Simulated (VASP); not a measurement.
Input for VASP

File KPOINTS:
```
Automatic mesh
0
Gamma
6 6 4
0 0 0
```

### INCAR
```
# general
SYSTEM  = ZnS
PREC    = Accurate
ENCUT   = 480
LREAL   = .False.
LASPH   = .True.

# electronic loop
EDIFF   = 1E-7
NELM    = 100
ALGO    = Normal
LMAXMIX = 4

# smearing
ISMEAR  = 0
SIGMA   = 0.05

# functional
GGA     = PE

# ions
IBRION  = 2
NSW     = 40
ISIF    = 3
EDIFFG  = -0.01
PSTRESS = 200

# output
LWAVE   = .False.
LCHARG  = .False.
```

File POSCAR:
```
ZnS
1
    1.9224926603    -3.3298549215     0.0000000000
    1.9224926603     3.3298549215     0.0000000000
    0.0000000000     0.0000000000     6.2991473197
Zn S
2 2
Direct
  0.6666670000   0.3333330000   0.5001177716
  0.3333330000   0.6666670000   0.0001177716
  0.6666670000   0.3333330000   0.8748822284
  0.3333330000   0.6666670000   0.3748822284
```

POTCAR, in this order: Zn S (PBE.64 set). Program: vasp_std.

Task: Write an equivalent input for Ansatz.

Result: One equivalent input (not run):
Ansatz 0.2 input:
```yaml
crystal:
  lattice:
    - [1.9224927, -3.3298549, 0.0000000]
    - [1.9224927, 3.3298549, 0.0000000]
    - [0.0000000, 0.0000000, 6.2991473]
  atoms:
    - { symbol: Zn, position: [0.6666670, 0.3333330, 0.5001178] }
    - { symbol: Zn, position: [0.3333330, 0.6666670, 0.0001178] }
    - { symbol: S, position: [0.6666670, 0.3333330, 0.8748822] }
    - { symbol: S, position: [0.3333330, 0.6666670, 0.3748822] }
kpoints:
  mp_grid: { grid: [6, 6, 4] }
hamiltonian:
  xc: pbe
  pseudopotentials: { kind: paw }
scf:
  occupations: { method: gaussian, width: 0.05 }
  max_iter: 100
relax:
  max_steps: 40
  f_tol: 0.01
  cell: { p_target: 20 }
output: { forces: true, stress: true, eigenvalues: true }
```
What does not carry over: each code has its own PAW files, so the cut-off isn't converted (ENCUT is set for VASP's; basis.ecutwfc is left out, and Ansatz then takes the one that its files recommend); Ansatz stops its SCF on the density residual and VASP on the energy change (EDIFF).

The compound is ZnS in the wurtzite structure, the high-temperature form. This run relaxes it under an external pressure of 20 GPa. Symmetry was kept, so distortions that lower it aren't found.
